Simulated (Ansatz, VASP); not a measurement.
# TiO2 (Rutile) in two plane-wave programs

One calculation is typed for both programs; each brings its own data sets. How far apart do they land? The cell is taken from a series of runs on this material, whose earlier steps may have relaxed, scaled, displaced or heated it; both programs get it as it stands.

Program: Ansatz 0.2.0. Level of theory: plane waves, with VASP 6.6.1 beside it; single point at HSE06. Results are calculated unless marked as measured.

### 1. The starting structure

Symmetry: P4_2/mnm, No. 136, tetragonal system. The conventional cell has a = 4.592 Å, b = 4.592 Å, c = 2.957 Å, α = 90.00°, β = 90.00°, γ = 90.00°. Ti has 6 O at 1.95 to 1.98 Å nearest. Nearest to O lie 3 Ti at 1.95 to 1.98 Å. Farther neighbours and most contacts between anions are not listed.

Structure file:

```cif
data_structure
_symmetry_space_group_name_H-M 'P 1'
_symmetry_Int_Tables_number 1
_cell_length_a 4.5922
_cell_length_b 4.5922
_cell_length_c 2.9574
_cell_angle_alpha 90.000
_cell_angle_beta 90.000
_cell_angle_gamma 90.000
_cell_volume 62.37
loop_
_atom_site_label
_atom_site_type_symbol
_atom_site_fract_x
_atom_site_fract_y
_atom_site_fract_z
_atom_site_occupancy
Ti1 Ti 0.00000 0.00000 0.00000 1
Ti2 Ti 0.50000 0.50000 0.50000 1
O3 O 0.30421 0.30421 0.00000 1
O4 O 0.19579 0.80421 0.50000 1
O5 O 0.69579 0.69579 0.00000 1
O6 O 0.80421 0.19579 0.50000 1
```

### 2. Ansatz: single point, HSE06

Ansatz runs on its PAW soft_1 files.

A single point gives forces, pressure and levels at one fixed geometry, so differences don't come from the geometry; what else differs is listed under the comparison.

input.yaml reads:

```yaml
crystal:
  lattice:
    - [4.5922, 0.0, 0.0]
    - [0.0, 4.5922, 0.0]
    - [0.0, 0.0, 2.9574]
  atoms:
    - { symbol: Ti, position: [0.0, 0.0, 0.0] }
    - { symbol: Ti, position: [0.5, 0.5, 0.5] }
    - { symbol: O, position: [0.3042125292, 0.3042125292, 0.0] }
    - { symbol: O, position: [0.1957874708, 0.8042125292, 0.5] }
    - { symbol: O, position: [0.6957874708, 0.6957874708, 0.0] }
    - { symbol: O, position: [0.8042125292, 0.1957874708, 0.5] }
kpoints:
  mp_grid: { grid: [4, 4, 4] }
  band_path:
    path:
      - [0.0, 0.0, 0.0]
      - [0.0, 0.5, 0.0]
      - [0.5, 0.5, 0.0]
      - [0.0, 0.0, 0.5]
      - [0.0, 0.5, 0.5]
      - [0.5, 0.5, 0.5]
    npoints: 1
hamiltonian:
  xc: hse06
  pseudopotentials: { kind: paw, azcp: { folder: soft_1 } }
scf:
  occupations: { method: fixed }
  n_extra_bands: 6
output:
  eigenvalues: true
```

Launch:

```bash
$ ansatz run input.yaml --threads 3 --pin off --max-ram 92160MiB --backend cuda --events-out ev --progress --plain --runs-dir out --devices 1 --max-vram 13GiB
```

Numbers of over 12 decimals in the logs are rounded to 6 here.

The log of the run:

```text
scf.n_extra_bands = 6 over 24 filled bands (N_el = 48.0): the run solves 30 bands
GPUs: using 1 of 1 available (devices: 1).
Engine: ansatz 0.2.0, x86_64-unknown-linux-gnu
Pseudopotentials: kind: paw
Pseudopotential: Ti, paw, valence charge 12, recommended cutoff 420 eV (normal), soft_1/Ti.paw.azcp
Pseudopotential: O, paw, valence charge 6, recommended cutoff 420 eV (normal), soft_1/O.paw.azcp
Functional definition: HSE06
  parameter a = 0.25
  parameter omega = 0.11/bohr
  exchange = pbe_x - a*pbe_x_sr(omega) + a*exact_x_sr(omega)
  correlation = pbe_c
davidson cushion auto → on  (no smearing: the cushion is to keep the highest requested band from converging to the state above it; pin scf.eigensolver.cushion to override)
device memory: the entry about to start is reckoned to put 0.7 GiB on a device that reports 59.5 GiB free (of which the cap on the GPU budget leaves the run 13.0 GiB)
GPU FFT provider: cuFFT
GPU libraries: cuBLAS 13.8.2, cuFFT 12.4.0, cuSOLVER 12.3.4
Crystal: 6 atoms, lattice volume = 62.367 Å³
Basis set: ecut = 420 eV, 1217 PW (Γ)
Bands: 30, of which v1, the nominal top of the filled ones, is band 24 counted from 1 (23 counted from 0)
Symmetry: 16 space group operations
Space group: P42/mnm (ITA 136), of the structure as read, at distance tolerance 4.0e-5 Å
k-points: 18 of 64
Non-local potential: Ti, projectors of the file, l = 0: 3, l = 1: 2, l = 2: 3, l = 3: 1
Non-local potential: O, projectors of the file, l = 0: 2, l = 1: 2, l = 2: 1
PAW form: soft (Blöchl's): semilocal exchange-correlation on the pseudo side does not see the compensation charge
PAW frozen core: Ti, regenerated for the run's functional, and the local potential with it (the file was generated under x = pbe(κ = 0.804, μ = 0.219515), c = pbe(β = 0.066725))
PAW frozen core: O, regenerated for the run's functional, and the local potential with it (the file was generated under x = pbe(κ = 0.804, μ = 0.219515), c = pbe(β = 0.066725))
PAW one-centre angular grid: Ti, 590 points (default); XC on 64 Gauss nodes
PAW one-centre angular grid: O, 110 points (default); XC on 96 Gauss nodes
Initial density: superposition of atomic densities (chi_scale 0.1, normalization cell, long waves kept (reshape's long-wave potential 0.00 eV rms))
Initial wavefunctions: pseudopotential atomic-orbital guess
GPU buffer pool allocated for 20480 grid points (all kernels)
GPU transforms: local potential and band sums: pruned to the plane-wave sphere, on 32×32×20
Functional: x = pbe(κ = 0.804, μ = 0.219515), c = pbe(β = 0.066725), warm-up for x = pbe(κ = 0.804, μ = 0.219515) + 0.25 (exact − pbe) at short range (hse, ω = 0.207870 Å⁻¹), c = pbe(β = 0.066725); HSE06 as pw.x's `hse` composes it (authors' and Libxc's form: `xc: wpbeh`)
SCF iter   1: F=—  HF=-7277.389626 eV  |F-HF|=—  |Δ(HF+E_count)|=         —  Δρ=6.57e-2  dr2=2.63e0  ethr=1.00e-1  ⟨swp⟩=3.2  Hψ=1546  notcnv=0
preconditioner: auto → none  [insulator: Δε(μ)=2.135 eV  Ē_g=9.706 eV  n_scr=18 (ndim 8)  ℏωp=26.6 eV  f_vac=0.000]
SCF iter   2: F=—  HF=-7277.649964 eV  |F-HF|=—  |Δ(HF+E_count)|=   2.60e-1  Δρ=7.54e-2  dr2=3.01e0  ethr=5.48e-3  ⟨swp⟩=3.7  Hψ=1581  notcnv=0
SCF iter   3: F=—  HF=-7277.401531 eV  |F-HF|=—  |Δ(HF+E_count)|=   2.48e-1  Δρ=3.93e-2  dr2=1.05e0  ethr=5.48e-3  ⟨swp⟩=3.4  Hψ=1345  notcnv=0
SCF iter   4: F=—  HF=-7277.315057 eV  |F-HF|=—  |Δ(HF+E_count)|=   8.65e-2  Δρ=2.09e-2  dr2=2.99e-1  ethr=2.18e-3  ⟨swp⟩=2.0  Hψ=1188  notcnv=0
iter 5 solved again at ethr=2.35e-5 eV; its pass at ethr=6.22e-4 eV (dr2=1.13e-2 eV) is discarded
SCF iter   5: F=—  HF=-7277.285963 eV  |F-HF|=—  |Δ(HF+E_count)|=   2.91e-2  Δρ=4.30e-3  dr2=1.15e-2  ethr=2.35e-5  ⟨swp⟩=2.3  Hψ=2485  notcnv=0
SCF iter   6: F=-7277.285256 eV  HF=-7277.285311 eV  |F-HF|=5.54e-5  |Δ(HF+E_count)|=   6.51e-4  Δρ=5.23e-4  dr2=1.60e-4  ethr=2.35e-5  ⟨swp⟩=2.5  Hψ=1204  notcnv=0
SCF 1 stopped early in 6 iterations: F = -7277.285256 eV  dr2 = 1.60e-4
  greatest PAW one-centre occupation: 0.999 electrons in one spin orbital (limit 2), on the Ti atom at site 1 (counted from 0), in its partial waves of l = 0
device memory: the entry about to start is reckoned to put 1.2 GiB (of the 1.2 GiB reckoned in all, the device holds 0.1 GiB already) on a device that reports 59.5 GiB free (of which the cap on the GPU budget leaves the run 13.0 GiB)
GPU FFT provider: cuFFT
GPU libraries: cuBLAS 13.8.2, cuFFT 12.4.0, cuSOLVER 12.3.4
Initial density: handed on by an earlier stage of this run
Initial wavefunctions: those handed on with the density
GPU buffer pool allocated for 20480 grid points (all kernels)
GPU transforms: local potential and band sums: pruned to the plane-wave sphere, on 32×32×20
Functional: x = pbe(κ = 0.804, μ = 0.219515) + 0.25 (exact − pbe) at short range (hse, ω = 0.207870 Å⁻¹), c = pbe(β = 0.066725); HSE06 as pw.x's `hse` composes it (authors' and Libxc's form: `xc: wpbeh`)
Exchange kernel: α = 0.2500, screened, ω = 0.2079 Å⁻¹, Wigner–Seitz truncation, v(0) = 1019.1770 eV·Å³, q-mesh 4×4×4, nearest image of the exchange supercell L = 11.83 Å, pair-density grid 30×30×20, without the augmentation charges, whose exchange is taken in its separable form by FFT convolution over the k-point mesh (sized by the pseudopotential files, 32×32×20 at the most), smooth part of the exact exchange by density-matrix convolution in up to 1.78 GiB of GPU memory as planned if the GPU has room (build and FFT work areas not counted)
Frozen-core exchange: fock
SCF iter   1: F=—  HF=-7276.081955 eV  |F-HF|=—  |Δ(HF+E_count)|=         —  Δρ=3.65e-2  dr2=1.15e0  ethr=3.33e-6  ⟨swp⟩=7.1  Hψ=2971  notcnv=0
preconditioner: auto → none  [insulator: Δε(μ)=4.270 eV  Ē_g=12.426 eV  n_scr=18 (ndim 8)  ℏωp=26.6 eV  f_vac=0.017]
SCF iter   2: F=—  HF=-7275.794156 eV  |F-HF|=—  |Δ(HF+E_count)|=   2.88e-1  Δρ=1.15e-2  dr2=1.14e-1  ethr=3.33e-6  ⟨swp⟩=5.3  Hψ=2375  notcnv=0
SCF iter   3: F=—  HF=-7275.813832 eV  |F-HF|=—  |Δ(HF+E_count)|=   1.97e-2  Δρ=3.02e-3  dr2=7.54e-3  ethr=3.33e-6  ⟨swp⟩=5.0  Hψ=2287  notcnv=0
SCF iter   4: F=—  HF=-7275.811864 eV  |F-HF|=—  |Δ(HF+E_count)|=   1.97e-3  Δρ=2.96e-4  dr2=4.27e-4  ethr=3.33e-6  ⟨swp⟩=4.0  Hψ=1644  notcnv=0
SCF iter   5: F=—  HF=-7275.815543 eV  |F-HF|=—  |Δ(HF+E_count)|=   3.68e-3  Δρ=2.08e-3  dr2=2.57e-3  ethr=4.92e-8  ⟨swp⟩=4.9  Hψ=2332  notcnv=0
SCF iter   6: F=—  HF=-7275.814964 eV  |F-HF|=—  |Δ(HF+E_count)|=   5.79e-4  Δρ=5.27e-4  dr2=1.98e-4  ethr=4.92e-8  ⟨swp⟩=4.4  Hψ=2066  notcnv=0
SCF iter   7: F=-7275.814916 eV  HF=-7275.814916 eV  |F-HF|=1.59e-7  |Δ(HF+E_count)|=   4.77e-5  Δρ=1.74e-5  dr2=8.71e-6  ethr=4.92e-8  ⟨swp⟩=4.0  Hψ=1826  notcnv=0
SCF 2 stopped early in 7 iterations: F = -7275.814916 eV  dr2 = 8.71e-6
hybrid outer 1: dexx = +5.432e-2 eV, tail = 1.41e-4 eV
GPU FFT provider: cuFFT
GPU libraries: cuBLAS 13.8.2, cuFFT 12.4.0, cuSOLVER 12.3.4
GPU buffer pool allocated for 20480 grid points (all kernels)
GPU transforms: local potential and band sums: pruned to the plane-wave sphere, on 32×32×20
Exchange kernel: α = 0.2500, screened, ω = 0.2079 Å⁻¹, Wigner–Seitz truncation, v(0) = 1019.1770 eV·Å³, q-mesh 4×4×4, nearest image of the exchange supercell L = 11.83 Å, pair-density grid 30×30×20, without the augmentation charges, whose exchange is taken in its separable form by FFT convolution over the k-point mesh (sized by the pseudopotential files, 32×32×20 at the most), smooth part of the exact exchange by density-matrix convolution in up to 1.78 GiB of GPU memory as planned if the GPU has room (build and FFT work areas not counted)
Frozen-core exchange: fock
SCF iter   1: F=—  HF=-7275.813755 eV  |F-HF|=—  |Δ(HF+E_count)|=         —  Δρ=9.94e-5  dr2=5.56e-6  ethr=1.47e-6  ⟨swp⟩=3.0  Hψ=1341  notcnv=0
preconditioner: auto → none  [insulator: Δε(μ)=3.370 eV  Ē_g=11.660 eV  n_scr=18 (ndim 8)  ℏωp=26.6 eV  f_vac=0.019]
iter 2 solved again at ethr=4.01e-10 eV; its pass at ethr=1.04e-8 eV (dr2=1.93e-7 eV) is discarded
SCF iter   2: F=—  HF=-7275.813756 eV  |F-HF|=—  |Δ(HF+E_count)|=   9.97e-7  Δρ=3.26e-5  dr2=4.70e-7  ethr=4.01e-10  ⟨swp⟩=2.4  Hψ=2926  notcnv=0
SCF iter   3: F=-7275.813760 eV  HF=-7275.813760 eV  |F-HF|=7.20e-8  |Δ(HF+E_count)|=   3.63e-6  Δρ=1.30e-5  dr2=8.29e-8  ethr=4.01e-10  ⟨swp⟩=4.9  Hψ=2018  notcnv=0
SCF 3 converged in 3 iterations: F = -7275.813760 eV  dr2 = 8.29e-8
hybrid outer 2: dexx = +3.517e-6 eV, tail = 2.53e-7 eV, Δε = 3.82e-3 eV (about 1.73e-4 eV left of the loop's levels)
device memory: the entry about to start is reckoned to put 0.4 GiB on a device that reports 56.4 GiB free (of which the cap on the GPU budget leaves the run 13.0 GiB)
NSCF: frozen V_eff on 6 k-points
hybrid SCF converged: 2 outer / 10 inner (+6 warm-up), last move |dexx| = 3.52e-6 eV, tail = 2.53e-7 eV
Stability not checked: this state was not tested for a lower state beside it, because the functional holds exact exchange (a hybrid, or Hartree-Fock), whose exchange loop this test does not read (fock_operator; see scf.lower_state_search)
Free energy (F): -7275.813760 eV
Frozen-core exchange: fock
Harris-Foulkes:  -7275.813760 eV  (|F-HF|=7.20e-8)
Internal energy: -7275.813760 eV  (E = F + TS)
E sigma→0 (E₀):  -7275.813760 eV
Fermi energy:    8.133906 eV
--- Per-component energies (eV) ---
  E_band       = -509.023369
  E_kinetic    = 1234.563181
  E_local      = -3166.734484  (includes V_loc(G=0)·N_el)
  E_nonlocal   = 311.939090
  E_hartree    = 1191.380579
  E_xc         = -418.519873
  E_vxc        = -525.229216  (∫ρ·V_xc dr)
  E_exx        = -157.035578  (= α·E_x^exact, valence–valence)
  E_paw        = -2672.566448  (= ΣΔE_a)
  E_vpaw       = -432.265755  (= ΣTr[D̂ρ^β])
  E_aug_tail   = 0.002909  (compensation charges beyond the density's cutoff)
  E_ewald      = -3598.392620
  E_core_change = -0.450515  (= ΣΔE_core)
  E_smearing   = -0.000000  (= −TS)
  E_closure    = -0.000000  (closes the sum)
  Σ components = -7275.813760   (vs F -7275.813760, Δ=0.00e0)
--- Band table (eV; the first three rows and the last of 18) ---
  k-point 0: bands = [... 20 lower, 7.3781, 7.6908, 7.6908, 8.1339, 11.5058, 11.8093, 12.0967, 12.1963, ... 2 higher]
  k-point 1: bands = [... 20 lower, 6.1449, 6.5912, 6.5912, 7.6221, 11.9107, 12.2388, 12.5835, 12.8285, ... 2 higher]
  k-point 2: bands = [... 20 lower, 5.6097, 5.6097, 6.5335, 6.5335, 12.6961, 12.6961, 13.0240, 13.0240, ... 2 higher]
  k-point 17: bands = [... 20 lower, 6.7621, 6.7621, 7.3870, 7.3870, 12.2923, 12.2923, 12.9673, 12.9673, ... 2 higher]
```

(Continued in part 2 of 2.)

[Lines on the potential files, build, host, timing and source positions are cut from VASP's logs without a mark.]

[Logs are printed without paths, hosts, clocks, repeated set-up lines and the standing remarks that a program may print on its own settings, such as how far it seeks lower states.]

[Hosts, paths, dates, database ids (printed as entryN), source tags and the programs' standing remarks are cut or masked in the printed files.]
